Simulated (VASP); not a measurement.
# Mg2ZnTeS2 (P3m1) in VASP: further runs, part 2 of 2

VASP 6.6.1.

### Step 3. Relaxation of cell and atoms, PBE

File INCAR:

```
  ALGO = Normal
  EDIFF = 1E-7
  EDIFFG = -0.005
  ENCUT = 520
  GGA = PE
  IBRION = 2
  ISIF = 3
  ISMEAR = 0
  KPAR = 4
  LASPH = True
  LCHARG = False
  LREAL = False
  LWAVE = False
  NELM = 120
  NSW = 60
  POTIM = 0.3
  PREC = Accurate
  SIGMA = 0.1
```

File KPOINTS:

```
k-points
0
Gamma
  8 8 4
```

File POSCAR:

```
Mg2ZnTeS2                               
1.0
    4.1324970478     -0.0000000000     -0.0000000000
   -2.0662485189      3.5788474261      0.0000000000
   -0.0000000000      0.0000000000     10.2760383022
  Mg              Zn              Te              S             
     2     1     1     2
Direct
     0.3333333300000021    0.6666666699999979    0.3582294402293998
     0.6666666699999979    0.3333333300000021    0.6714501759680414
     0.0000000000000000    1.0000000000000000    0.9772185129798019
     1.0000000000000000    0.0000000000000000    0.2352952656147199
     0.6666666699999979    0.3333333300000021    0.9108660390903939
     0.3333333300000021    0.6666666699999979    0.5970626761176427
```

Potentials or basis: VASP PAW PBE potentials, release 64 (Mg, Zn, Te, S).

Command:

```sh
$ cat potpaw_PBE.64/Mg/POTCAR potpaw_PBE.64/Zn/POTCAR potpaw_PBE.64/Te/POTCAR potpaw_PBE.64/S/POTCAR > POTCAR
$ mpirun -np 4 vasp_std > vasp.out
```

OUTCAR:

```text
EDIFF = 1E-7
   EDIFFG = -0.005
   ENCUT = 520
   GGA = PE
   IBRION = 2
   ISIF = 3
   ISMEAR = 0
   LASPH = True
   LREAL = False
   NELM = 120
   NSW = 60
   POTIM = 0.3
   PREC = Accurate

 ion  position               nearest neighbor table
   1  0.333  0.667  0.358-   6 2.45   4 2.70   4 2.70   4 2.70
   2  0.667  0.333  0.671-   5 2.46   6 2.51   6 2.51   6 2.51
   3  0.000  0.000  0.977-   5 2.48   5 2.48   5 2.48   4 2.65
   4  0.000  0.000  0.235-   3 2.65   1 2.70   1 2.70   1 2.70
   5  0.667  0.333  0.911-   2 2.46   3 2.48   3 2.48   3 2.48
   6  0.333  0.667  0.597-   1 2.45   2 2.51   2 2.51   2 2.51

  LATTYP: Found a hexagonal cell.
 ALAT       =     4.1324970478
 C/A-ratio  =     2.4866414140

  Lattice vectors:

 A1 = (   4.1324970478,   0.0000000000,   0.0000000000)
 A2 = (  -2.0662485189,   3.5788474261,   0.0000000000)
 A3 = (   0.0000000000,   0.0000000000,  10.2760383022)

Analysis of symmetry for initial positions (statically):
=====================================================================
 Subroutine PRICEL returns:
 Original cell was already a primitive cell.

 Routine SETGRP: Setting up the symmetry group for a
 hexagonal supercell.

 Subroutine GETGRP returns: Found  6 space group operations
 (whereof  6 operations were pure point group operations)
 out of a pool of 24 trial point group operations.

The static configuration has the point symmetry C_3v.

Analysis of symmetry for dynamics (positions and initial velocities):
=====================================================================
 Subroutine PRICEL returns:
 Original cell was already a primitive cell.

 Routine SETGRP: Setting up the symmetry group for a
 hexagonal supercell.

 Subroutine GETGRP returns: Found  6 space group operations
 (whereof  6 operations were pure point group operations)
 out of a pool of 24 trial point group operations.

[... 125 lines left out ...]
   IALGO  =     38    algorithm
   IMIX   =      4    mixing-type and parameters
     AMIX     =   0.40;   BMIX     =  1.00
     AMIX_MAG =   1.60;   BMIX_MAG =  1.00
  volume/ion in A,a.u.               =      25.33       170.93
  Fermi-wavevector in a.u.,A,eV,Ry     =   0.993819  1.878046 13.438152  0.987676
  Thomas-Fermi vector in A             =   2.125727
   LORBIT       =      0    0 simple, 1 ext, 2 COOP (PROOUT), +10 PAW based schemes
   GGA     = PE    functional components
   LHFCALC =     F    Hartree Fock is set to
   AEXX    =    0.0000 exact exchange contribution
   IVDW    =     0    specifies the selected vdW correction
   LEPSILON=     F    determine dielectric tensor
   LRPA    =     F    only Hartree local field effects (RPA)
 conjugate gradient relaxation of ions
 non-spin polarized calculation
 Gauss-broadening in eV      SIGMA  =   0.10
  energy-cutoff  :      520.00
  volume of cell :      151.98
 maximum number of plane-waves:      4125
 NGX is ok and might be reduce to    32
   NGX = 15   NGY = 15   NGZ = 39

 number of electron      34.0000010 magnetization

 Free energy of the ion-electron system (eV)
  ---------------------------------------------------
  ext. energy  EPLUGINS =         0.00000000
  ---------------------------------------------------
  free energy    TOTEN  =       -21.25652102 eV

  energy without entropy =      -21.25651172  energy(sigma->0) =      -21.25651637

 E-fermi :   3.1066     XC(G=0):  -8.5089

 val. band max:        2.8673337427   @ k =   0.0000   0.0000   0.0000
 cond. band min:       3.3052132330   @ k =   0.0000   0.0000   0.0000
 fundamental gap:      0.4378794903
 Fermi energy:         3.1065701347

 k-point     1 :       0.0000    0.0000    0.0000
  band No.  band energies     occupation
      1     -10.2469      2.00000
      2      -9.8769      2.00000
      3      -8.0770      2.00000
      4      -4.2566      2.00000
      5      -4.2566      2.00000
      6      -4.1299      2.00000
[... 565 lines left out ...]
     20       6.5085      0.00000
     21       7.2257      0.00000

 [... further k-points ...]
[... 5 lines left out ...]
  --------------------------------------------------------------------------------------
  -------------------------------------------------------------------------------------
  Total       -0.0047563     -0.0047563     -0.0022937     -0.0000000      0.0000000     -0.0000000
  in kB       -0.0501414     -0.0501414     -0.0241802     -0.0000000      0.0000000     -0.0000000
  external PRESSURE =      -0.0414877 kB  Pullay stress =       0.0000000 kB

 VOLUME and BASIS-vectors are now :
 -----------------------------------------------------------------------------
  energy-cutoff  :      520.00
  volume of cell :      151.98
      direct lattice vectors                 reciprocal lattice vectors
     4.132497048  0.000000000  0.000000000     0.241984444  0.139709783  0.000000000
    -2.066248519  3.578847426  0.000000000     0.000000000  0.279419568  0.000000000
     0.000000000  0.000000000 10.276038302     0.000000000  0.000000000  0.097313767

 POSITION                                       TOTAL-FORCE (eV/Angst)
 -----------------------------------------------------------------------------------
     -0.00000      2.38590      3.68118        -0.000000      0.000000     -0.001994
      2.06625      1.19295      6.89985        -0.000000      0.000000     -0.002086
      0.00000      0.00000     10.04193        -0.000000     -0.000000      0.000735
      0.00000      0.00000      2.41790        -0.000000      0.000000      0.000222
      2.06625      1.19295      9.36009        -0.000000      0.000000      0.004780
     -0.00000      2.38590      6.13544         0.000000     -0.000000     -0.001657
 -----------------------------------------------------------------------------------
    total drift:                                0.000004     -0.000002      0.000816

  FREE ENERGIE OF THE ION-ELECTRON SYSTEM (eV)
  ---------------------------------------------------
  free  energy   TOTEN  =       -21.2565210202 eV

  energy  without entropy=      -21.2565117158  energy(sigma->0) =      -21.25651637

 reached required accuracy - stopping structural energy minimisation
```

OSZICAR:

```text
N       E                     dE             d eps       ncg     rms          rms(c)
DAV:   1     0.191105352469E+03    0.19111E+03   -0.13641E+04  1470   0.149E+03
DAV:   2    -0.206544608355E+01   -0.19317E+03   -0.18644E+03  1814   0.280E+02
DAV:   3    -0.220358637978E+02   -0.19970E+02   -0.19883E+02  1761   0.879E+01
DAV:   4    -0.225543676043E+02   -0.51850E+00   -0.51753E+00  1786   0.160E+01
DAV:   5    -0.225661580029E+02   -0.11790E-01   -0.11789E-01  1971   0.248E+00    0.725E+00
DAV:   6    -0.213060376427E+02    0.12601E+01   -0.27725E+00  2292   0.399E+01    0.587E+00
DAV:   7    -0.212552771696E+02    0.50760E-01   -0.16074E+00  1735   0.708E+00    0.335E+00
DAV:   8    -0.212562006388E+02   -0.92347E-03   -0.12578E-01  2065   0.389E+00    0.736E-01
DAV:   9    -0.212557407460E+02    0.45989E-03   -0.35274E-02  2042   0.270E+00    0.327E-01
DAV:  10    -0.212559864973E+02   -0.24575E-03   -0.30111E-03  1735   0.497E-01    0.285E-01
DAV:  11    -0.212562368452E+02   -0.25035E-03   -0.41432E-04  1922   0.140E-01    0.156E-01
DAV:  12    -0.212564895372E+02   -0.25269E-03   -0.54918E-04  1750   0.166E-01    0.499E-02
DAV:  13    -0.212565213832E+02   -0.31846E-04   -0.23303E-04  2045   0.114E-01    0.482E-02
DAV:  14    -0.212565219349E+02   -0.55169E-06   -0.33441E-05  1795   0.339E-02    0.242E-02
DAV:  15    -0.212565208841E+02    0.10508E-05   -0.11453E-05  1770   0.203E-02    0.125E-02
DAV:  16    -0.212565210056E+02   -0.12147E-06   -0.70270E-06  2015   0.268E-02    0.569E-03
DAV:  17    -0.212565209408E+02    0.64751E-07   -0.10213E-06  1949   0.114E-02    0.508E-03
DAV:  18    -0.212565210202E+02   -0.79347E-07   -0.44783E-07  1671   0.444E-03
   1 F= -.21256521E+02 E0= -.21256516E+02  d E =-.212565E+02
```

Run time: 67 s. Hardware: 4 MPI ranks of Intel Xeon Platinum 8488C (Sapphire Rapids), shared host; peak memory 0.36 GiB.

Results:

```yaml
Free_energy: -21.2565 eV
Pressure_after_relaxing: 0.0 GPa
Largest_force_after_relaxing: 0.005 eV/Å
Band_gap_on_the_k_mesh: 0.44 eV, direct
```

Forces in eV/Å, atoms in the order of the input:
```
Mg   0.000  0.000 -0.002
Mg   0.000  0.000 -0.002
Zn   0.000  0.000  0.001
Te   0.000  0.000  0.000
S    0.000  0.000  0.005
S    0.000  0.000 -0.002
```

Final structure:
```
CELL_PARAMETERS angstrom
4.13250 0.00000 0.00000
-2.06625 3.57885 0.00000
0.00000 0.00000 10.27604
ATOMIC_POSITIONS crystal
Mg 0.33333 0.66667 0.35823
Mg 0.66667 0.33333 0.67145
Zn 0.00000 0.00000 0.97722
Te 0.00000 0.00000 0.23530
S 0.66667 0.33333 0.91087
S 0.33333 0.66667 0.59706
```

Caveat: the relaxation stopped at its first step, so nothing moved; spin-orbit coupling is left out, which moves the levels of the heavy elements.
